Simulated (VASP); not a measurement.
Level of theory: LDA (Ceperley-Alder, Perdew-Zunger), VASP's LDA PAW potentials (set 64) (plane waves; VASP).

VASP input:

KPOINTS:
```
Automatic mesh
0
Gamma
7 7 9
0 0 0
```

**INCAR**
```
# general
SYSTEM   =  WSi2
PREC     =  Accurate
ENCUT    =  300
LREAL    =  .FALSE.   # projection in real space or not
LASPH    =  .TRUE.   # aspherical one-centre terms

# electronic loop
EDIFF    =  1E-6
NELM     =  100
ALGO     =  Normal   # blocked Davidson
LMAXMIX  =  6

# smearing
ISMEAR   =  0   # Gaussian
SIGMA    =  0.136   # width (eV)

# ions
ISIF     =  2

# output
LWAVE    =  .FALSE.
LCHARG   =  .FALSE.
```

File POSCAR:
```
WSi2
4.5254030
 -0.3546645459   0.3546645459   0.8651163222
  0.3546645459  -0.3546645459   0.8651163222
  0.3546645459   0.3546645459  -0.8651163222
Si W
2 1
Direct
  0.6669730000   0.6832140000   0.0253420000
  0.3639920000   0.3030030000  -0.0203880000
 -0.0309660000   0.0137840000  -0.0049530000
```

POTCAR, in this order: Si W_sv (LDA.64 set). Program: vasp_std.

The run wrote:

### OUTCAR
```
 ion  position               nearest neighbor table
   1  0.667  0.683  0.025-   2 2.50   2 2.53   3 2.57   3 2.57   2 2.60   3 2.60   3 2.68   3 2.69
                             2 2.77   2 2.83
   2  0.364  0.303  0.980-   3 2.35   1 2.50   1 2.53   3 2.54   1 2.60   3 2.60   3 2.75   1 2.77
                             3 2.77   1 2.83
   3  0.969  0.014  0.995-   2 2.35   2 2.54   1 2.57   1 2.57   1 2.60   2 2.60   1 2.68   1 2.69
                             2 2.75   2 2.77
  LATTYP: Found a body centered tetragonal cell.
 ALAT       =     3.2100000000
 C/A-ratio  =     2.4392523364
 Subroutine PRICEL returns:
 Original cell was already a primitive cell.
 Subroutine GETGRP returns: Found  1 space group operations
The static configuration has the point symmetry C_1 .
The dynamic configuration has the point symmetry C_1 .
 Subroutine INISYM returns: Found  1 space group operations
 Subroutine IBZKPT returns following result:
 Found    221 irreducible k-points:

 Following reciprocal coordinates:
            Coordinates               Weight
  0.000000  0.000000  0.000000      1.000000
  0.142857 -0.000000  0.000000      2.000000
  0.285714 -0.000000  0.000000      2.000000
  0.428571 -0.000000  0.000000      2.000000
 -0.000000  0.142857  0.000000      2.000000
  0.142857  0.142857  0.000000      2.000000
  0.285714  0.142857  0.000000      2.000000
  0.428571  0.142857  0.000000      2.000000
 -0.428571  0.142857  0.000000      2.000000
 -0.285714  0.142857  0.000000      2.000000
 -0.142857  0.142857  0.000000      2.000000
 -0.000000  0.285714  0.000000      2.000000
  0.142857  0.285714  0.000000      2.000000
  0.285714  0.285714  0.000000      2.000000
  0.428571  0.285714 -0.000000      2.000000
 -0.428571  0.285714  0.000000      2.000000
 -0.285714  0.285714  0.000000      2.000000
 -0.142857  0.285714  0.000000      2.000000
 -0.000000  0.428571  0.000000      2.000000
  0.142857  0.428571  0.000000      2.000000
  0.285714  0.428571 -0.000000      2.000000
  0.428571  0.428571 -0.000000      2.000000
 -0.428571  0.428571  0.000000      2.000000
 -0.285714  0.428571 -0.000000      2.000000
 -0.142857  0.428571 -0.000000      2.000000
  0.000000  0.000000  0.111111      2.000000
  0.142857  0.000000  0.111111      2.000000
  0.285714 -0.000000  0.111111      2.000000
  0.428571 -0.000000  0.111111      2.000000
 -0.428571  0.000000  0.111111      2.000000
 -0.285714  0.000000  0.111111      2.000000
 -0.142857  0.000000  0.111111      2.000000
  0.000000  0.142857  0.111111      2.000000
  0.142857  0.142857  0.111111      2.000000
  0.285714  0.142857  0.111111      2.000000
  0.428571  0.142857  0.111111      2.000000
 -0.428571  0.142857  0.111111      2.000000
 -0.285714  0.142857  0.111111      2.000000
 -0.142857  0.142857  0.111111      2.000000
 -0.000000  0.285714  0.111111      2.000000
   k-points           NKPTS =    221   k-points in BZ     NKDIM =    221   number of bands    NBANDS=     15
   number of dos      NEDOS =    301   number of ions     NIONS =      3
   total plane-waves  NPLWV =  21952
   dimension x,y,z NGX =    28 NGY =   28 NGZ =   28
   dimension x,y,z NGXF=    56 NGYF=   56 NGZF=   56
   ions per type =               2   1
   PREC   = accura    normal or accurate (medium, high low for compatibility)
   ISTART =      0    job   : 0-new  1-cont  2-samecut
   ICHARG =      2    charge: 1-file 2-atom 10-const
   ISPIN  =      1    spin polarized calculation?
   LNONCOLLINEAR =      F non collinear calculations
   LSORBIT =      F    spin-orbit coupling
   INIWAV =      1    electr: 0-lowe 1-rand  2-diag
   ENCUT  =  300.0 eV  22.05 Ry    4.70 a.u.   6.39  6.39  6.39*2*pi/ulx,y,z
...
```

File OSZICAR:
```
       N       E                     dE             d eps       ncg     rms          rms(c)
DAV:   1     0.876249403271E+02    0.87625E+02   -0.82659E+03  6661   0.100E+03
DAV:   2    -0.250434110514E+02   -0.11267E+03   -0.11127E+03  7743   0.281E+02
DAV:   3    -0.278180237891E+02   -0.27746E+01   -0.27377E+01  8982   0.416E+01
DAV:   4    -0.278353375057E+02   -0.17314E-01   -0.17293E-01  7519   0.381E+00
DAV:   5    -0.278355490866E+02   -0.21158E-03   -0.21158E-03  8975   0.395E-01    0.266E+01
DAV:   6    -0.270957891969E+02    0.73976E+00   -0.37811E+00  8044   0.146E+01    0.957E+00
DAV:   7    -0.269894762469E+02    0.10631E+00   -0.30492E-01  7610   0.331E+00    0.456E+00
DAV:   8    -0.269660665809E+02    0.23410E-01   -0.54797E-02  8828   0.188E+00    0.325E-01
DAV:   9    -0.269651906080E+02    0.87597E-03   -0.20022E-03  7687   0.389E-01    0.167E-01
DAV:  10    -0.269650358029E+02    0.15481E-03   -0.39832E-04  8527   0.183E-01    0.505E-02
DAV:  11    -0.269650308845E+02    0.49183E-05   -0.33540E-05  8156   0.518E-02    0.189E-02
DAV:  12    -0.269650305991E+02    0.28542E-06   -0.21689E-06  5674   0.128E-02
   1 F= -.26965031E+02 E0= -.26964128E+02  d E =-.180493E-02
```

OUTCAR:
```
------------------------ aborting loop because EDIFF is reached ----------------------------------------
  FORCE on cell =-STRESS in cart. coord.  units (eV):
  Direction    XX          YY          ZZ          XY          YZ          ZX
  --------------------------------------------------------------------------------------
  Total        0.0216059      0.2846549      0.0712217     -1.0485003      0.6285038     -0.9259065
  in kB        0.8581076     11.3054370      2.8286616    -41.6425505     24.9618418    -36.7735777
  external PRESSURE =       4.9974021 kB  Pullay stress =       0.0000000 kB
  volume of cell :       40.34
      direct lattice vectors                 reciprocal lattice vectors
    -1.605000000  1.605000000  3.915000000     0.000000000  0.311526480  0.127713921
     1.605000000 -1.605000000  3.915000000     0.311526480  0.000000000  0.127713921
     1.605000000  1.605000000 -3.915000000     0.311526480  0.311526480  0.000000000
 POSITION                                       TOTAL-FORCE (eV/Angst)
 -----------------------------------------------------------------------------------
      0.06674      0.01461      5.18677        -0.497652     -0.280303      0.286949
      1.47439      1.67016     -1.22390         1.977958     -1.336398     -1.737704
      0.06387      3.13023     -0.04788        -1.480306      1.616701      1.450756
 -----------------------------------------------------------------------------------
    total drift:                                0.000138     -0.000192      0.000125
  FREE ENERGIE OF THE ION-ELECTRON SYSTEM (eV)
  ---------------------------------------------------
  free  energy   TOTEN  =       -26.9650305991 eV

  energy  without entropy=      -26.9632256727  energy(sigma->0) =      -26.96412814
```
(Selected blocks of OUTCAR.)

At this cut-off the stress carries a Pulay error, which pulls relaxed volumes low.

The structure is a typed WSi2 crystal. The cell was not relaxed at this level, atoms are displaced from their ideal sites. The k-mesh is coarse (spacing up to 0.31 per Å, 2π included), so the numbers may not be converged in it. The run is one of a series of settings (GGA removed, POTCAR Si W_sv (LDA.64 set) against the base run), some of them coarse on purpose.
